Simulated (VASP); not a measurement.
Output of a VASP run:

**OSZICAR**
```
...
DAV:   6    -0.853913684224E+01    0.73740E-01   -0.14113E-01  1174   0.380E+00    0.342E+00
DAV:   7    -0.853031988202E+01    0.88170E-02   -0.63902E-02  1068   0.181E+00    0.793E-01
DAV:   8    -0.852909091717E+01    0.12290E-02   -0.92620E-03  1002   0.109E+00    0.202E-01
DAV:   9    -0.852912668688E+01   -0.35770E-04   -0.56770E-04   972   0.275E-01    0.365E-02
DAV:  10    -0.852912189836E+01    0.47885E-05   -0.37683E-05  1046   0.678E-02    0.162E-02
DAV:  11    -0.852912315784E+01   -0.12595E-05   -0.14895E-05  1068   0.459E-02    0.983E-03
DAV:  12    -0.852912258174E+01    0.57610E-06   -0.17453E-06   586   0.156E-02
   1 F= -.15191106E+01 E0= -.15190909E+01  d E =-.151911E+01
       N       E                     dE             d eps       ncg     rms          rms(c)
DAV:   1    -0.205763629860E+02   -0.12047E+02   -0.33085E+02  1028   0.278E+02    0.271E+01
DAV:   2    -0.764206301199E+01    0.12934E+02   -0.35364E+01   956   0.188E+02    0.644E+00
DAV:   3    -0.639778232727E+01    0.12443E+01   -0.50963E+00  1054   0.431E+01    0.253E+00
DAV:   4    -0.638474281865E+01    0.13040E-01   -0.43818E-01   996   0.667E+00    0.107E+00
DAV:   5    -0.639217608840E+01   -0.74333E-02   -0.16519E-02  1042   0.968E-01    0.114E+00
DAV:   6    -0.640047097626E+01   -0.82949E-02   -0.93016E-03  1236   0.184E+00    0.230E-01
DAV:   7    -0.640061870055E+01   -0.14772E-03   -0.83104E-04  1046   0.469E-01    0.241E-01
DAV:   8    -0.640058640157E+01    0.32299E-04   -0.32523E-04  1116   0.327E-01    0.593E-02
DAV:   9    -0.640058061617E+01    0.57854E-05   -0.25346E-05   956   0.857E-02    0.392E-02
DAV:  10    -0.640057988508E+01    0.73109E-06   -0.17204E-05   988   0.706E-02    0.103E-02
DAV:  11    -0.640057978461E+01    0.10047E-06   -0.86644E-07   454   0.156E-02
   2 F= -.10186876E+01 E0= -.10180774E+01  d E =0.500423E+00
       N       E                     dE             d eps       ncg     rms          rms(c)
DAV:   1    -0.131541212306E+02   -0.67535E+01   -0.19508E+02  1016   0.346E+02    0.137E+01
DAV:   2    -0.902412728235E+01    0.41300E+01   -0.10899E+01   986   0.640E+01    0.487E+00
DAV:   3    -0.811683886626E+01    0.90729E+00   -0.40935E+00  1010   0.372E+01    0.895E-01
DAV:   4    -0.811216251797E+01    0.46763E-02   -0.10237E-01   968   0.421E+00    0.970E-01
DAV:   5    -0.810923411318E+01    0.29284E-02   -0.10623E-02  1180   0.164E+00    0.664E-01
DAV:   6    -0.810768511641E+01    0.15490E-02   -0.31657E-03   848   0.812E-01    0.185E-01
DAV:   7    -0.810756722127E+01    0.11790E-03   -0.86062E-04  1064   0.613E-01    0.679E-02
DAV:   8    -0.810756631986E+01    0.90141E-06   -0.26101E-05   924   0.499E-02    0.365E-02
DAV:   9    -0.810755832536E+01    0.79945E-05   -0.29200E-05   980   0.108E-01    0.181E-02
DAV:  10    -0.810755838400E+01   -0.58635E-07   -0.13137E-06   540   0.118E-02
   3 F= -.16847849E+01 E0= -.16847593E+01  d E =-.165674E+00
       N       E                     dE             d eps       ncg     rms          rms(c)
DAV:   1    -0.808273684272E+01    0.24821E-01   -0.11786E-01  1016   0.687E+00    0.365E-01
DAV:   2    -0.807950657874E+01    0.32303E-02   -0.68352E-03   998   0.179E+00    0.120E-01
DAV:   3    -0.807896201555E+01    0.54456E-03   -0.21345E-03  1022   0.898E-01    0.202E-02
DAV:   4    -0.807896147604E+01    0.53951E-06   -0.47855E-05   830   0.673E-02    0.215E-02
DAV:   5    -0.807896212342E+01   -0.64737E-06   -0.85336E-06  1118   0.336E-02
   4 F= -.16853572E+01 E0= -.16853420E+01  d E =-.166247E+00
```

**OUTCAR**
```
------------------------ aborting loop because EDIFF is reached ----------------------------------------
  FORCE on cell =-STRESS in cart. coord.  units (eV):
  Direction    XX          YY          ZZ          XY          YZ          ZX
  --------------------------------------------------------------------------------------
  Total        6.3626568      6.3626568      6.3626568     -0.0000000     -0.0000000      0.0000000
  in kB      199.0319041    199.0319041    199.0319041     -0.0000000     -0.0000000      0.0000000
  external PRESSURE =      -0.9680959 kB  Pullay stress =     200.0000000 kB
  volume of cell :       51.22
      direct lattice vectors                 reciprocal lattice vectors
    -0.000000000  2.947579066  2.947579066    -0.169630734  0.169630734  0.169630734
     2.947579066  0.000000000  2.947579066     0.169630734 -0.169630734  0.169630734
     2.947579066  2.947579066  0.000000000     0.169630734  0.169630734 -0.169630734
  FREE ENERGIE OF THE ION-ELECTRON SYSTEM (eV)
  ---------------------------------------------------
  free  energy   TOTEN  =        -8.0789621234 eV

  energy  without entropy=       -8.0789317969  energy(sigma->0) =       -8.07894696
  enthalpy is  TOTEN    =        -1.6853571633 eV   P V=        6.3936049601

 reached required accuracy - stopping structural energy minimisation
```
(Selected blocks of OUTCAR.)

File POSCAR:
```
PbTe
1
    0.0000000000     3.0394134722     3.0394134722
    3.0394134722     0.0000000000     3.0394134722
    3.0394134722     3.0394134722     0.0000000000
Te Pb
1 1
Direct
  0.5000000000   0.5000000000   0.5000000000
  0.0000000000   0.0000000000   0.0000000000
```

### Question
Write an INCAR and KPOINTS that could have produced this output.

### Answer
This is not unique; one that fits is the input of the run itself, LDA (Ceperley-Alder, Perdew-Zunger), plane waves, VASP's LDA PAW potentials (set 64).

KPOINTS:
```
Regular mesh
0
Gamma
 8 8 8
0 0 0
```

**INCAR**
```
SYSTEM  =  PbTe
PREC  =  Accurate; ENCUT  =  500; LREAL  =  F
LASPH  =  T
EDIFF  =  1E-6; NELM  =  100; ALGO  =  Normal
LMAXMIX  =  4
ISMEAR  =  0; SIGMA  =  0.05
IBRION  =  2; NSW  =  40; ISIF  =  3
EDIFFG  =  -0.02; PSTRESS  =  200
LWAVE  =  F; LCHARG  =  F
```

POTCAR, in this order: Te Pb_d (LDA.64 set). Program: vasp_std.

Energy and stress use the plane-wave basis of the starting cell.

The compound is PbTe in the rock salt structure. This run relaxes it under an external pressure of 20 GPa. Symmetry was kept, so distortions that lower it aren't found.
